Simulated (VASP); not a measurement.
All values below come from vdW-DF-cx, VASP's PBE PAW potentials (set 64) (plane waves; VASP 6.6.1).

A VASP calculation is set up with these files.

File POSCAR:
```
NiSb
1
    1.9647264219    -3.4030061488     0.0000000000
    1.9647264219     3.4030061488     0.0000000000
   -0.0000000000     0.0000000000     5.1106058172
Ni Sb
2 2
Direct
  1.0000000000   0.0000000000   0.5000000000
  1.0000000000   0.0000000000   0.0000000000
  0.3333330000   0.6666670000   0.2500000000
  0.6666670000   0.3333330000   0.7500000000
```

KPOINTS:
```
k-points along high-symmetry lines
10
Line-mode
Reciprocal
  0.000000   0.000000   0.000000 ! GAMMA
 -0.000000   0.500000   0.000000 ! M

 -0.000000   0.500000   0.000000 ! M
 -0.333333   0.666667   0.000000 ! K

 -0.333333   0.666667   0.000000 ! K
  0.000000   0.000000   0.000000 ! GAMMA

  0.000000   0.000000   0.000000 ! GAMMA
  0.000000   0.000000   0.500000 ! A

  0.000000   0.000000   0.500000 ! A
 -0.000000   0.500000   0.500000 ! L

 -0.000000   0.500000   0.500000 ! L
 -0.333333   0.666667   0.500000 ! H

 -0.333333   0.666667   0.500000 ! H
  0.000000   0.000000   0.500000 ! A

 -0.000000   0.500000   0.500000 ! L
 -0.000000   0.500000   0.000000 ! M

 -0.333333   0.666667   0.500000 ! H
 -0.333333   0.666667   0.000000 ! K
```

### INCAR
```
AGGAC=0.0
ALGO=Normal
EDIFF=1E-7
ENCUT=520
GGA=CX
ICHARG=11
ISMEAR=0
LASPH=.True.
LCHARG=.False.
LMAXMIX=4
LORBIT=11
LREAL=.False.
LUSE_VDW=.True.
LWAVE=.False.
NELM=100
PREC=Accurate
SIGMA=0.05
SYSTEM=NiSb
```

POTCAR, in this order: Ni Sb (PBE.64 set). Program: vasp_std. Read from the step before: CHGCAR.

Output of the run:

OSZICAR:
```
       N       E                     dE             d eps       ncg     rms          rms(c)
DAV:   1     0.174308477203E+03    0.17431E+03   -0.12869E+04  3420   0.164E+03
DAV:   2    -0.304399396099E+01   -0.17735E+03   -0.17262E+03  3456   0.323E+02
DAV:   3    -0.113833102263E+02   -0.83393E+01   -0.80806E+01  3977   0.852E+01
DAV:   4    -0.115973549830E+02   -0.21404E+00   -0.21053E+00  3806   0.122E+01
DAV:   5    -0.116041497570E+02   -0.67948E-02   -0.67869E-02  4384   0.231E+00
DAV:   6    -0.116043794396E+02   -0.22968E-03   -0.22966E-03  4299   0.347E-01
DAV:   7    -0.116043854406E+02   -0.60010E-05   -0.60010E-05  4556   0.461E-02
DAV:   8    -0.116043855657E+02   -0.12507E-06   -0.12606E-06  3113   0.510E-03
DAV:   9    -0.116043855676E+02   -0.18754E-08   -0.17365E-08  2279   0.118E-03
   1 F= -.11604386E+02 E0= -.11601320E+02  d E =-.613169E-02
```

**OUTCAR**
```
 val. band max:       10.1839885571   @ k =   0.0000   0.4444   0.5000

 cond. band min:      10.1978937094   @ k =   0.0000   0.3333   0.0000



 k-point     1 :       0.0000    0.0000    0.0000
  band No.  band energies     occupation
      1      -3.0606      2.00000
      2       1.5166      2.00000
      3       3.6959      2.00000
      4       5.9987      2.00000
      5       5.9987      2.00000
      6       6.7617      2.00000
      7       7.3548      2.00000
      8       7.3548      2.00000
      9       7.8188      2.00000
     10       7.8188      2.00000
     11       8.6033      2.00000
     12       8.6033      2.00000
     13       9.9198      2.00000
     14      10.5406      0.00000
     15      10.5406      0.00000
     16      12.4258      0.00000
     17      12.4259      0.00000
     18      13.0839      0.00000
     19      13.9892      0.00000

 k-point     2 :       0.0000    0.0556    0.0000
  band No.  band energies     occupation
      1      -3.0217      2.00000
      2       1.5143      2.00000
      3       3.7398      2.00000
      4       5.9916      2.00000
      5       6.0072      2.00000
      6       6.7490      2.00000
      7       7.3249      2.00000
      8       7.3385      2.00000
      9       7.7951      2.00000
     10       7.8260      2.00000
     11       8.6009      2.00000
     12       8.6035      2.00000
     13       9.9077      2.00000
     14      10.2006      0.72628
     15      10.3833      0.00000
     16      12.1270      0.00000
     17      12.5720      0.00000
     18      13.6098      0.00000
     19      13.9300      0.00000

 k-point     3 :       0.0000    0.1111    0.0000
  band No.  band energies     occupation
      1      -2.9054      2.00000
      2       1.5044      2.00000
      3       3.8705      2.00000
      4       5.9630      2.00000
      5       6.0324      2.00000
      6       6.7013      2.00000
      7       7.2374      2.00000
      8       7.2924      2.00000
...
```

The density is held fixed in this step, so its total energy and stress have no physical meaning. Unless said otherwise, spin-orbit coupling is left out, though it shifts the bands of the heavy elements here.

The compound is NiSb in the NiAs type structure. It was relaxed first. The run is not spin-polarised, so no magnetic state was tried.
